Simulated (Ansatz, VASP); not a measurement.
# KGeF3: VASP beside Ansatz

One calculation is typed for both programs; each brings its own data sets. How far apart do they land? The two relaxations start from unlike cells of this crystal (the structure described is Ansatz's start), so only their ends are compared.

Main program and level: Ansatz 0.2.0; plane waves, with VASP 6.6.1 beside it; relaxation of cell and atoms at LDA.

The structure was built from a prototype and need not be the compound's stable phase.

### Step 1. Starting point

The structure is cubic, space group Pm-3m (No. 221). Conventional cell: a = 4.511 Å, b = 4.511 Å, c = 4.511 Å, α = 90.00°, β = 90.00°, γ = 90.00°. Nearest to Ge lie 6 F at 2.26 Å. K has 12 F at 3.19 Å nearest. Nearest to F lie 2 Ge at 2.26 Å and 4 K at 3.19 Å. As first built, before any earlier steps moved the atoms (in the runner's words): all Pb replaced by Ge and Rb replaced by K in the Pm-3m structure of RbPbF3. Farther neighbours and most contacts between anions are not listed.

### Step 2. VASP: relaxation of cell and atoms, LDA

The relaxed volume is the usual yardstick between codes: in a stiff, nearly cubic crystal its relative difference is about their pressure difference at one cell divided by the bulk modulus.

Lines of VASP's logs that name or quote its potential files are left out, and so is its time.

Contents of INCAR:

```
SYSTEM = KGeF3
PREC = Accurate
ENCUT = 600
EDIFF = 1E-07
NELM = 120
ISMEAR = -1
SIGMA = 0.05
LREAL = .FALSE.
ALGO = Normal
GGA = CA
NBANDS = 28
LORBIT = 11
LWAVE = .FALSE.
LCHARG = .FALSE.
ISIF = 3
IBRION = 2
NSW = 80
EDIFFG = -0.005
LASPH = .TRUE.
GGA_COMPAT = .FALSE.
NELMIN = 4
EFERMI = MIDGAP
KPAR = 2
```

Contents of POSCAR:

```
KGeF3
1.0
    4.3008506745      0.0000000000      0.0000000000
    0.0000000000      4.3008506745      0.0000000000
    0.0000000000      0.0000000000      4.3008506745
Ge K F
1 1 3
Direct
    0.4999998892      0.4999998892      0.4999998892
    0.0000000000      0.0000000000      0.0000000000
    0.4999998892      0.4999998892      0.0000000000
    0.4999998892      0.0000000000      0.4999998892
    0.0000000000      0.4999998892      0.4999998892
```

Contents of KPOINTS:

```
Automatic mesh
0
Gamma
5 5 5
0 0 0
```

The projector-augmented-wave data sets are Ge_d, K_sv and F (LDA family, release 64).

On the command line:

```
> mpirun -np 2 vasp_std
```

Numbers of over 12 decimals in the logs are rounded to 6 here.

Log:

```text
[banner, memory and clock lines left out]
running    2 mpi-ranks, on    1 nodes
 distrk:  each k-point on    1 cores,    2 groups
 distr:  one band on    1 cores,    1 groups

 POSCAR found type information on POSCAR GeK F
 POSCAR found :  3 types and       5 ions
 LDA part: xc-table for (Slater(with rela. corr.)+CA(PZ))
 , standard interpolation
 POSCAR, INCAR and KPOINTS ok, starting setup
 FFT: planning ... GRIDC
 FFT: planning ... GRID_SOFT
 FFT: planning ... GRID
 WAVECAR not read
 entering main loop
       N       E                     dE             d eps       ncg     rms          rms(c)
DAV:   1     0.539016604561E+03    0.53902E+03   -0.24934E+04   696   0.313E+03
DAV:   2     0.504441218690E+02   -0.48857E+03   -0.46980E+03   652   0.911E+02
DAV:   3    -0.229070953086E+02   -0.73351E+02   -0.71709E+02   644   0.194E+02
DAV:   4    -0.268766519003E+02   -0.39696E+01   -0.39598E+01   752   0.511E+01
DAV:   5    -0.270382702549E+02   -0.16162E+00   -0.16151E+00   880   0.887E+00    0.845E+00
DAV:   6    -0.250767243410E+02    0.19615E+01   -0.80063E+00   780   0.313E+01    0.355E+00
DAV:   7    -0.250328344160E+02    0.43890E-01   -0.48811E-01   656   0.485E+00    0.196E+00
DAV:   8    -0.249956385496E+02    0.37196E-01   -0.10198E-01   764   0.321E+00    0.398E-01
DAV:   9    -0.249929832972E+02    0.26553E-02   -0.14956E-02   896   0.164E+00    0.114E-01
DAV:  10    -0.249930162175E+02   -0.32920E-04   -0.12355E-03   804   0.317E-01    0.474E-02
DAV:  11    -0.249929970309E+02    0.19187E-04   -0.88684E-05   920   0.987E-02    0.237E-02
DAV:  12    -0.249929946596E+02    0.23714E-05   -0.14420E-05   884   0.790E-02    0.361E-03
DAV:  13    -0.249929948250E+02   -0.16548E-06   -0.18841E-06   724   0.106E-02    0.127E-03
DAV:  14    -0.249929948211E+02    0.38908E-08   -0.11567E-07   512   0.381E-03
   1 F= -.24992995E+02 E0= -.24992995E+02  d E =-.249930E+02
 curvature:   0.00 expect dE= 0.000E+00 dE for cont linesearch  0.000E+00
 trial: gam= 0.00000 g(F)=  0.000E+00 g(S)=  0.533E-04 ort = 0.000E+00 (trialstep = 0.100E+01)
 search vector abs. value=  0.533E-04
 bond charge predicted
       N       E                     dE             d eps       ncg     rms          rms(c)
DAV:   1    -0.249937609655E+02   -0.76614E-03   -0.12902E-02   756   0.144E+00    0.204E-01
DAV:   2    -0.249931151263E+02    0.64584E-03   -0.25365E-03   604   0.412E-01    0.553E-02
DAV:   3    -0.249930434761E+02    0.71650E-04   -0.11115E-04   748   0.221E-01    0.322E-02
DAV:   4    -0.249930208481E+02    0.22628E-04   -0.55487E-05   824   0.127E-01    0.181E-02
DAV:   5    -0.249930203888E+02    0.45923E-06   -0.12718E-05   880   0.581E-02    0.492E-03
DAV:   6    -0.249930198138E+02    0.57504E-06   -0.30034E-06   888   0.354E-02    0.144E-03
DAV:   7    -0.249930198095E+02    0.43492E-08   -0.27100E-07   608   0.397E-03
   2 F= -.24993020E+02 E0= -.24993020E+02  d E =-.249883E-04
 trial-energy change:   -0.000025  1 .order   -0.000023   -0.000053    0.000006
 step:   0.9052(harm=  0.8916)  dis= 0.00000  next Energy=   -24.993020 (dE=-0.253E-04)
 reached required accuracy - stopping structural energy minimisation
```

From OUTCAR (step 2):

```text
ion  position               nearest neighbor table
   1  0.500  0.500  0.500-   3 2.15   4 2.15   5 2.15   5 2.15   4 2.15   3 2.15
   2  0.000  0.000  0.000-
   3  0.500  0.500  0.000-   1 2.15   1 2.15
   4  0.500  0.000  0.500-   1 2.15   1 2.15
   5  0.000  0.500  0.500-   1 2.15   1 2.15

  LATTYP: Found a simple cubic cell.
 ALAT       =     4.3008506745

 Subroutine GETGRP returns: Found 48 space group operations
 (whereof 48 operations were pure point group operations)

The static configuration has the point symmetry O_h .

 Found     10 irreducible k-points:

   k-points           NKPTS =     10   k-points in BZ     NKDIM =     10   number of bands    NBANDS=     28

   dimension x,y,z NGX =    36 NGY =   36 NGZ =   36
   dimension x,y,z NGXF=    72 NGYF=   72 NGZF=   72

   ENCUT  =  600.0 eV  44.10 Ry    6.64 a.u.   8.59  8.59  8.59*2*pi/ulx,y,z

   NELECT =      44.0000    total number of electrons

 k-points in reciprocal lattice and weights: Automatic mesh
   0.00000000  0.00000000  0.00000000       0.008
   0.20000000  0.00000000  0.00000000       0.048
   0.40000000  0.00000000  0.00000000       0.048
   0.20000000  0.20000000  0.00000000       0.096
   0.40000000  0.20000000  0.00000000       0.192
   0.40000000  0.40000000  0.00000000       0.096
   0.20000000  0.20000000  0.20000000       0.064
   0.40000000  0.20000000  0.20000000       0.192
   0.40000000  0.40000000  0.20000000       0.192
   0.40000000  0.40000000  0.40000000       0.064

 average (electrostatic) potential at core
       1 -77.9956       2 -34.8049       3 -77.6876       4 -77.6876       5 -77.6876

 E-fermi :   3.5378

 k-point     1 :       0.0000    0.0000    0.0000
  band No.  band energies     occupation
    ...
     18      -2.7680      2.00000
     19      -2.7680      2.00000
     20      -2.6931      2.00000
     21      -2.6931      2.00000
     22      -2.6931      2.00000
     23       5.6037      0.00000
     24       7.2652      0.00000
     25       7.2652      0.00000
     26       8.6769      0.00000
     27       8.6769      0.00000
    ...

 k-point     2 :       0.2000    0.0000    0.0000
  band No.  band energies     occupation
    ...
     18      -2.8236      2.00000
     19      -2.8235      2.00000
     20      -2.7307      2.00000
     21      -2.7307      2.00000
     22      -1.7653      2.00000
     23       5.8254      0.00000
     24       7.3273      0.00000
     25       7.5326      0.00000
     26       8.2509      0.00000
     27       8.2509      0.00000
    ...

 k-point     3 :       0.4000    0.0000    0.0000
  band No.  band energies     occupation
    ...
     18      -2.9312      2.00000
     19      -2.9105      2.00000
     20      -2.7774      2.00000
     21      -2.7774      2.00000
     22      -0.2447      2.00000
     23       5.2758      0.00000
     24       7.9332      0.00000
     25       7.9332      0.00000
     26       8.0035      0.00000
     27       8.2205      0.00000
    ...

  Total       -0.0052179     -0.0052179     -0.0052179     -0.0000000     -0.0000000      0.0000000
  in kB       -0.1049551     -0.1049551     -0.1049551     -0.0000000     -0.0000000      0.0000000
  external PRESSURE =      -0.1049551 kB  Pullay stress =       0.0000000 kB

  energy-cutoff  :      600.00
  volume of cell :       79.65
      direct lattice vectors                 reciprocal lattice vectors
     4.302631125  0.000000000 -0.000000000     0.232415927 -0.000000000  0.000000000
     0.000000000  4.302631125 -0.000000000    -0.000000000  0.232415927 -0.000000000
    -0.000000000  0.000000000  4.302631125     0.000000000  0.000000000  0.232415927

 POSITION                                       TOTAL-FORCE (eV/Angst)
 -----------------------------------------------------------------------------------
      2.15132      2.15132      2.15132        -0.000000      0.000000      0.000000
      0.00000      0.00000      0.00000         0.000000     -0.000000      0.000000
      2.15132      2.15132     -0.00000         0.000000     -0.000000      0.000000
      2.15132      0.00000      2.15132        -0.000000      0.000000      0.000000
      0.00000      2.15132      2.15132        -0.000000      0.000000      0.000000
 -----------------------------------------------------------------------------------
    total drift:                                0.002222      0.002222      0.002222

  FREE ENERGIE OF THE ION-ELECTRON SYSTEM (eV)
  ---------------------------------------------------
  free  energy   TOTEN  =       -24.9930198095 eV

  energy  without entropy=      -24.9930198095  energy(sigma->0) =      -24.99301981

 reached required accuracy - stopping structural energy minimisation

 total charge
# of ion       s       p       d       tot
------------------------------------------
    1        1.449   0.538  10.089  12.076
    2        1.949   5.558   0.015   7.522
    3        1.736   4.303   0.000   6.040
    4        1.736   4.303   0.000   6.040
    5        1.736   4.303   0.000   6.040
--------------------------------------------------
tot          8.607  19.006  10.105  37.717

[... 3 further parts left out ...]
```

### Step 3. Ansatz: relaxation of cell and atoms, LDA

Ansatz runs on its default PAW (the set named soft_2) files.

Its own start cell and the same functional (in two slightly different forms), mesh and smearing now go to Ansatz, which takes its cutoff from its data sets.

Contents of input.yaml:

```yaml
crystal:
  lattice:
    - [4.51134652, 0.0, 0.0]
    - [0.0, 4.51134652, 0.0]
    - [0.0, 0.0, 4.51134652]
  atoms:
    - { symbol: Ge, position: [0.5, 0.5, 0.5] }
    - { symbol: K, position: [0.0, 0.0, 0.0] }
    - { symbol: F, position: [0.5, 0.5, 0.0] }
    - { symbol: F, position: [0.5, 0.0, 0.5] }
    - { symbol: F, position: [0.0, 0.5, 0.5] }
kpoints:
  mp_grid: { grid: [5, 5, 5] }
scf:
  occupations: { method: fermi_dirac, width: 0.05 }
hamiltonian:
  xc: lda
output:
  forces: true
  stress: true
relax:
  f_tol: 0.02
  max_steps: 50
  cell: {}
```

On the command line:

```
> ansatz run input.yaml --threads 1 --pin off --max-ram 4096MiB --backend cpu --events-out ev --progress --plain --runs-dir out
```

Log:

```text
Engine: ansatz 0.2.0, aarch64-unknown-linux-gnu
Pseudopotentials: kind: paw
Pseudopotential: Ge, paw, valence charge 14, recommended cutoff 420 eV (normal), Ge.paw.azcp
Pseudopotential: K, paw, valence charge 9, recommended cutoff 420 eV (normal), K.paw.azcp
Pseudopotential: F, paw, valence charge 7, recommended cutoff 420 eV (normal), F.paw.azcp
Functional definition: SPW92
  exchange = slater_x
  correlation = pw_c
Crystal: 5 atoms, lattice volume = 91.816 Å³
Basis set: ecut = 420 eV, 1791 PW (Γ)
Bands: 27, of which v1, the nominal top of the filled ones, is band 22 counted from 1 (21 counted from 0)
Symmetry: 48 space group operations
Space group: Pm-3m (ITA 221), of the structure as read, at distance tolerance 4.5e-5 Å
k-points: 10 of 125
Non-local potential: Ge, projectors of the file, l = 0: 2, l = 1: 2, l = 2: 3, l = 3: 1
Non-local potential: K, projectors of the file, l = 0: 3, l = 1: 2, l = 2: 2
Non-local potential: F, projectors of the file, l = 0: 2, l = 1: 2, l = 2: 1
PAW form: soft (Blöchl's): semilocal exchange-correlation on the pseudo side does not see the compensation charge
PAW frozen core: Ge, regenerated for the run's functional, and the local potential with it (the file was generated under x = pbe(κ = 0.804, μ = 0.219515), c = pbe(β = 0.066725))
PAW frozen core: K, regenerated for the run's functional, and the local potential with it (the file was generated under x = pbe(κ = 0.804, μ = 0.219515), c = pbe(β = 0.066725))
PAW frozen core: F, regenerated for the run's functional, and the local potential with it (the file was generated under x = pbe(κ = 0.804, μ = 0.219515), c = pbe(β = 0.066725))
PAW one-centre angular grid: Ge, 590 points (default); XC on 64 Gauss nodes
PAW one-centre angular grid: K, 110 points (default); XC on 64 Gauss nodes
PAW one-centre angular grid: F, 110 points (default); XC on 64 Gauss nodes
Initial density: superposition of atomic densities (neutral atoms: chi_scale 0, normalization atom), corrected by the library's trained network
Initial wavefunctions: pseudopotential atomic-orbital guess
Functional: x = slater, c = lda
SCF iter   1: F=—  HF=-8096.185003 eV  |F-HF|=—  |Δ(HF+E_count)|=         —  Δρ=1.58e-2  dr2=1.72e-1  ethr=1.77e-3  ⟨swp⟩=6.0  Hψ=1165  notcnv=0
preconditioner: auto → Resta (q_TF=auto, 2.413 Å⁻¹)  ε∞=2.9  [insulator: Δε(μ)=2.921 eV  Ē_g=18.066 eV  σ=0.050 eV  W_gap=1.00  n_scr=26 (ndim 8)  ℏωp=25.1 eV  f_vac=0.161  D(μ)=0.00/eV (n_scr^D=0)  ε∞_Penn≈2.9]
SCF iter   2: F=—  HF=-8096.144113 eV  |F-HF|=—  |Δ(HF+E_count)|=   4.09e-2  Δρ=6.31e-3  dr2=1.49e-2  ethr=3.91e-4  ⟨swp⟩=2.0  Hψ=547  notcnv=0  defer=10
SCF iter   3: F=—  HF=-8096.140070 eV  |F-HF|=—  |Δ(HF+E_count)|=   4.04e-3  Δρ=1.83e-3  dr2=1.87e-3  ethr=3.39e-5  ⟨swp⟩=2.0  Hψ=438  notcnv=0  defer=10
SCF iter   4: F=—  HF=-8096.139603 eV  |F-HF|=—  |Δ(HF+E_count)|=   4.67e-4  Δρ=2.90e-4  dr2=8.93e-5  ethr=4.26e-6  ⟨swp⟩=2.0  Hψ=471  notcnv=0  defer=10
SCF iter   5: F=—  HF=-8096.139569 eV  |F-HF|=—  |Δ(HF+E_count)|=   3.39e-5  Δρ=1.12e-4  dr2=1.31e-5  ethr=2.03e-7  ⟨swp⟩=2.0  Hψ=464  notcnv=0  defer=10
SCF iter   6: F=—  HF=-8096.139570 eV  |F-HF|=—  |Δ(HF+E_count)|=   1.15e-6  Δρ=1.86e-5  dr2=5.27e-7  ethr=2.97e-8  ⟨swp⟩=3.0  Hψ=470  notcnv=0  defer=10
SCF iter   7: F=-8096.139570 eV  HF=-8096.139570 eV  |F-HF|=1.97e-9  |Δ(HF+E_count)|=   1.34e-7  Δρ=4.68e-6  dr2=2.48e-8  ethr=2.27e-10  ⟨swp⟩=4.0  Hψ=882  notcnv=0
SCF 1 converged in 7 iterations: F = -8096.139570 eV  dr2 = 2.48e-8
  greatest PAW one-centre occupation: 0.999 electrons in one spin orbital (limit 2), on the Ge atom at site 0 (counted from 0), in its partial waves of l = 2
relax step   1: F+E_penalty+E_count = -8096.13957016 eV  Δ(F+E_penalty+E_count) = +0.000e0 eV  max|allowed force component| = 3.513e-29 eV/Å  Δτ_max = 0.0000 Å  P = -6.718 GPa  Ω = 91.816 Å³  (7 SCF iters, dr2 threshold 1.00e-7 eV, accepted)
[...]
relax step   4: F+E_penalty+E_count = -8096.45034135 eV  Δ(F+E_penalty+E_count) = +1.065e-3 eV  max|allowed force component| = 1.041e-29 eV/Å  Δτ_max = 0.0000 Å  P = -0.007 GPa  Ω = 80.355 Å³  energy of the carried Pulay correction = +4.419e-2 eV  (4 SCF iters, dr2 threshold 1.57e-7 eV, accepted)
[...]
relax step   5: F+E_penalty+E_count = -8096.42838374 eV  Δ(F+E_penalty+E_count) = +2.196e-2 eV  max|allowed force component| = 7.652e-30 eV/Å  Δτ_max = 0.0000 Å  P = -0.560 GPa  Ω = 80.355 Å³  stress off target by 5.60e-1 GPa  SCF on the basis re-selected at this cell (its energy is not comparable with the rows above)  (6 SCF iters)
[...]
relax step   6: F+E_penalty+E_count = -8096.43234192 eV  Δ(F+E_penalty+E_count) = -3.958e-3 eV  max|allowed force component| = 4.746e-30 eV/Å  Δτ_max = 0.0000 Å  P = +0.031 GPa  Ω = 79.667 Å³  energy of the carried Pulay correction = +2.814e-3 eV  (5 SCF iters, dr2 threshold 5.00e-7 eV, accepted)
[...]
relax step   7: F+E_penalty+E_count = -8096.43006303 eV  Δ(F+E_penalty+E_count) = +2.279e-3 eV  max|allowed force component| = 1.701e-29 eV/Å  Δτ_max = 0.0000 Å  P = -0.010 GPa  Ω = 79.667 Å³  stress off target by 1.02e-2 GPa  SCF on the basis re-selected at this cell (its energy is not comparable with the rows above)  (6 SCF iters)
basis re-selected at this cell: Δ(F+E_penalty+E_count) = +2.279e-3 eV, ΔP = -0.041 GPa vs the last step (what re-selecting the basis moved, of the pressure what is left beyond the Pulay correction that the steps carried, after the strain that the cell walked since its last selection, with what the two solves' SCF thresholds leave and, on support functions, any second-order correction that the steps lacked; it is no m [...]
SCF converged after 6 iterations
Free energy (F): -8096.430063 eV
Harris-Foulkes:  -8096.430063 eV  (|F-HF|=4.55e-12)
Internal energy: -8096.430063 eV  (E = F + TS)
E sigma→0 (E₀):  -8096.430063 eV
Fermi energy:    7.192922 eV
--- Per-component energies (eV) ---
  E_band       = -384.930085
  E_kinetic    = 978.578568
  E_local      = -4951.348388  (includes V_loc(G=0)·N_el)
  E_nonlocal   = 656.710028
  E_hartree    = 1997.510808
  E_xc         = -442.629580
  E_vxc        = -531.873638  (∫ρ·V_xc dr)
  E_paw        = -3237.281723  (= ΣΔE_a)
  E_vpaw       = -532.023944  (= ΣTr[D̂ρ^β])
  E_aug_tail   = 0.005789  (compensation charges beyond the density's cutoff)
  E_ewald      = -3100.481147
  E_core_change = 2.505581  (= ΣΔE_core)
  E_smearing   = -0.000000  (= −TS)
  E_closure    = -0.000000  (closes the sum)
  Σ components = -8096.430063   (vs F -8096.430063, Δ=0.00e0)
--- Forces (eV/Å), atoms counted from 1 ---
  atom   1  Ge     0.00000000    -0.00000000     0.00000000
  atom   2  K     -0.00000000    -0.00000000     0.00000000
  atom   3  F     -0.00000000    -0.00000000     0.00000000
  atom   4  F      0.00000000     0.00000000     0.00000000
  atom   5  F     -0.00000000    -0.00000000     0.00000000
  max |Σ_I F_I| component: 1.49e-29 eV/Å
--- Stress (GPa, compression-positive) ---
       -0.010170      -0.000000      -0.000000
       -0.000000      -0.010170       0.000000
       -0.000000       0.000000      -0.010170
  P = ⅓ Tr σ = -0.0102 GPa (-0.102 kbar)
--- Relaxed structure (5 steps of the walk, 5 accepted, 2 SCFs on fresh bases) ---
  F+E_penalty+E_count = -8096.43006303 eV   max|allowed force component| = 1.701e-29 eV/Å   (the final SCF, on the basis selected at the relaxed cell)
  cell:  # Å, volume = 79.6672 Å³
    - [4.302886, 0, 0]
    - [0, 4.302886, 0]
    - [0, 0, 4.302886]
  atoms:
    - { symbol: Ge, position: [0.5, 0.5, 0.5] }
    - { symbol: K, position: [0, 0, 0] }
    - { symbol: F, position: [0.5, 0.5, 0] }
    - { symbol: F, position: [0.5, 0, 0.5] }
    - { symbol: F, position: [0, 0.5, 0.5] }
```

Reading the cycles: dr2 is the Hartree energy of the density residual (eV), the measure of convergence; HF is the Harris–Foulkes estimate of the energy, which meets the free energy F at convergence.

### Step 4. Differences

Known differences besides the potentials themselves: the two LDA forms differ slightly; the cutoff is 420 eV in Ansatz and 600 eV in VASP; VASP's log shows a relativistic correction to its local exchange, Ansatz's none; Ansatz adds a Pulay correction to the stress that steers its cell, VASP none. Total energies have different zeros and are not compared.

Both answers:

```
                                         quantity  Ansatz   VASP  difference
                                      volume (Å³)   79.67  79.65     +0.02 %
edge a after relaxation, in the typed setting (Å)   4.303  4.303     +0.01 %
```

### Step 5. Outcome

| Quantity | Value |
| --- | --- |
| difference in volume (relaxation of cell and atoms, LDA) | 0.018 % |

What this shows: The difference in volume is 0.018 % (relaxation of cell and atoms, LDA), within the 1.2 % picked in this series as the mark of a large difference, as far as the stopping tolerances let one tell. How closely two codes agree says nothing of how well the functional describes the real material.

[Lines on the potential files, build, host, timing and source positions are cut from VASP's logs without a mark.]

[Logs are printed without paths, hosts, clocks, repeated set-up lines and the standing remarks that a program may print on its own settings, such as how far it seeks lower states.]

[Hosts, paths, dates, database ids (printed as entryN), source tags and the programs' standing remarks are cut or masked in the printed files.]
